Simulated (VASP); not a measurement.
Input for VASP

INCAR:
```
! general
SYSTEM   = Ni3Fe
PREC     = Accurate
ENCUT    = 520
LREAL    = .FALSE.
LASPH    = .TRUE.

! electronic loop
EDIFF    = 1E-7
NELM     = 100
ALGO     = Normal
LMAXMIX  = 4

! smearing
ISMEAR   = -5

! functional
GGA      = BO
LUSE_VDW = .TRUE.
AGGAC    = 0.0
PARAM1   = 0.1833333333
PARAM2   = 0.22

! spin
ISPIN    = 2
MAGMOM   = 2.8 3*0.6

! ions
ISIF     = 2

! output
LWAVE    = .FALSE.
LCHARG   = .TRUE.
LORBIT   = 11
NEDOS    = 601

! other
LEFG     = .TRUE.
```

### POSCAR
```
Ni3Fe
1
    3.5337552050     0.0000000000     0.0000000000
    0.0000000000     3.5337552050     0.0000000000
    0.0000000000     0.0000000000     3.5337552050
Fe Ni
1 3
Direct
  0.0000000000   0.0000000000   0.0000000000
  0.0000000000   0.5000000000   0.5000000000
  0.5000000000   0.0000000000   0.5000000000
  0.5000000000   0.5000000000   0.0000000000
```

**KPOINTS**
```
Automatic mesh
0
Gamma
10 10 10
0 0 0
```

POTCAR, in this order: Fe Ni (PBE.64 set). Program: vasp_std.

Question: Translate this optB88-vdW calculation to Quantum ESPRESSO's pw.x.

Answer: One equivalent input (not run):
```
&CONTROL
  calculation = 'scf'
  pseudo_dir = './pseudo'
  outdir = './out'
  tprnfor = .true.
  tstress = .true.
/
&SYSTEM
  ibrav = 0
  nat = 4
  ntyp = 2
  ecutwfc = 98
  occupations = 'tetrahedra'
  input_dft = 'vdw-df-obk8'
  nspin = 2
  starting_magnetization(1) = 0.28
  starting_magnetization(2) = 0.06
/
&ELECTRONS
  conv_thr = 7.3e-09
  electron_maxstep = 100
/
ATOMIC_SPECIES
  Fe 55.845 Fe.upf
  Ni 58.693 Ni.upf
CELL_PARAMETERS angstrom
     3.5337552    0.0000000    0.0000000
     0.0000000    3.5337552    0.0000000
     0.0000000    0.0000000    3.5337552
ATOMIC_POSITIONS crystal
  Fe   0.0000000  0.0000000  0.0000000
  Ni   0.0000000  0.5000000  0.5000000
  Ni   0.5000000  0.0000000  0.5000000
  Ni   0.5000000  0.5000000  0.0000000
K_POINTS automatic
  10 10 10 0 0 0
```
Limits of the translation: the potentials are each code's own (VASP's PAW set, PseudoDojo norm-conserving files in pw.x), so ENCUT and ecutwfc are chosen apart and not converted; conv_thr bounds pw.x's estimated SCF error, while EDIFF bounds the energy change between steps; starting_magnetization is a fraction of the valence charge and MAGMOM a moment in μB, so they match only roughly; the field gradients of LEFG aren't asked of the other code.

The compound is Ni3Fe in the L1_2 structure. It was relaxed first.
